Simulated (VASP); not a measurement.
Output of a VASP run:

### OSZICAR
```
       N       E                     dE             d eps       ncg     rms          rms(c)
DAV:   1     0.115176323073E+03    0.11518E+03   -0.84022E+03  1244   0.153E+03
DAV:   2     0.235715814741E+00   -0.11494E+03   -0.10792E+03  1315   0.367E+02
DAV:   3    -0.596818091092E+01   -0.62039E+01   -0.61879E+01  1424   0.883E+01
DAV:   4    -0.602888969391E+01   -0.60709E-01   -0.60700E-01  1337   0.943E+00
DAV:   5    -0.602956525495E+01   -0.67556E-03   -0.67555E-03  1430   0.102E+00    0.535E+00
DAV:   6    -0.515499058616E+01    0.87457E+00   -0.37806E+00  1453   0.192E+01    0.183E+00
DAV:   7    -0.513995018771E+01    0.15040E-01   -0.31807E-02  1253   0.266E+00    0.102E+00
DAV:   8    -0.513475026789E+01    0.51999E-02   -0.25729E-02  1241   0.437E+00    0.117E-01
DAV:   9    -0.513532120736E+01   -0.57094E-03   -0.30623E-03  1397   0.634E-01    0.829E-02
DAV:  10    -0.513525455166E+01    0.66656E-04   -0.43881E-04  1295   0.248E-01    0.532E-03
DAV:  11    -0.513525370866E+01    0.84300E-06   -0.17917E-05  1412   0.102E-01    0.307E-03
DAV:  12    -0.513525396431E+01   -0.25565E-06   -0.10133E-06  1283   0.204E-02    0.125E-03
DAV:  13    -0.513525373543E+01    0.22888E-06   -0.21409E-07  1301   0.568E-03    0.422E-04
DAV:  14    -0.513525371910E+01    0.16327E-07   -0.15954E-08   709   0.228E-03
   1 F= -.51352537E+01 E0= -.51352537E+01  d E =0.000000E+00
```

### OUTCAR
```
------------------------ aborting loop because EDIFF is reached ----------------------------------------
  FORCE on cell =-STRESS in cart. coord.  units (eV):
  Direction    XX          YY          ZZ          XY          YZ          ZX
  --------------------------------------------------------------------------------------
  Total        0.0199937      0.0199937      0.0199937      0.0000000     -0.0000000      0.0000000
  in kB        1.2836419      1.2836419      1.2836419      0.0000000     -0.0000000      0.0000000
  external PRESSURE =       1.2836419 kB  Pullay stress =       0.0000000 kB
  volume of cell :       24.96
      direct lattice vectors                 reciprocal lattice vectors
     0.000000000  2.319403535  2.319403535    -0.215572664  0.215572664  0.215572664
     2.319403535  0.000000000  2.319403535     0.215572664 -0.215572664  0.215572664
     2.319403535  2.319403535  0.000000000     0.215572664  0.215572664 -0.215572664
  FREE ENERGIE OF THE ION-ELECTRON SYSTEM (eV)
  ---------------------------------------------------
  free  energy   TOTEN  =        -5.1352537191 eV

  energy  without entropy=       -5.1352537191  energy(sigma->0) =       -5.13525372

 total charge

# of ion       s       p       d       tot
------------------------------------------
    1        0.050   5.995   0.000   6.045
    2        1.723   4.373   0.000   6.096
--------------------------------------------------
tot          1.773  10.368   0.000  12.141
```
(Selected blocks of OUTCAR.)

### POSCAR
```
NaF
1
   -0.0000000000     2.3194035350     2.3194035350
    2.3194035350     0.0000000000     2.3194035350
    2.3194035350     2.3194035350    -0.0000000000
Na F
1 1
Direct
  0.0000000000   0.0000000000   0.0000000000
  0.5000000000   0.5000000000   0.5000000000
```

Question: Reconstruct the remaining input files.

Answer: This is not unique; one that fits is the input of the run itself, rev-vdW-DF2, plane waves, VASP's PBE PAW potentials (set 64).

**KPOINTS**
```
Automatic
0
G
11 11 11
0 0 0
```

INCAR:
```
ALGO = Normal   ! blocked Davidson
ISMEAR = -5
AGGAC = 0.0
LREAL = F   ! projection in real space or not
ENCUT = 520
LORBIT = 11
ZAB_VDW = -1.8867
LASPH = T   ! aspherical one-centre terms
EDIFF = 1E-7   ! SCF stop (eV)
GGA = MK
LWAVE = F
NELM = 100
NEDOS = 601   ! DOS grid
PREC = Accurate
ISIF = 2   ! forces and stress, cell fixed
SYSTEM = NaF
LCHARG = T
LUSE_VDW = T
PARAM1 = 0.1234568
PARAM2 = 0.7114
```

POTCAR, in this order: Na_pv F (PBE.64 set). Program: vasp_std.

The compound is NaF in the rock salt structure. It was relaxed first.
